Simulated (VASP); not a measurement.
Data:

```yaml
crystal:
  lattice:
    - [0.00000, 2.26000, 2.26000]
    - [2.26000, 0.00000, 2.26000]
    - [2.26000, 2.26000, 0.00000]
  atoms:
    - { symbol: Ga, position: [0.00000, 0.00000, 0.00000] }
    - { symbol: N, position: [0.25000, 0.25000, 0.25000] }
```

Level of theory: optB86b-vdW, VASP's PBE PAW potentials (set 64) (plane waves; VASP). Run with 520 eV cut-off, Gaussian smearing of 0.050 eV, potentials Ga_d N.

Task: Give the energies of bands 7 to 11 at the high-symmetry points, in eV from the valence-band maximum.

Result: 
```
band      Γ      X      U      L      W
----  -----  -----  -----  -----  -----
7      0.00  -6.10  -5.85  -6.99  -5.68
8      0.00  -2.67  -4.21  -0.96  -3.66
9      0.00  -2.67  -2.15  -0.96  -3.60
10     1.68   3.35   4.97   4.55   6.20
11    10.20   6.57   7.75   8.68   8.23
```

The gap is direct, 1.68 eV, from the valence maximum at Γ to the conduction minimum at Γ.

The compound is GaN in the zinc blende structure, a metastable form; wurtzite is the usual one. The cell was not relaxed at this level.
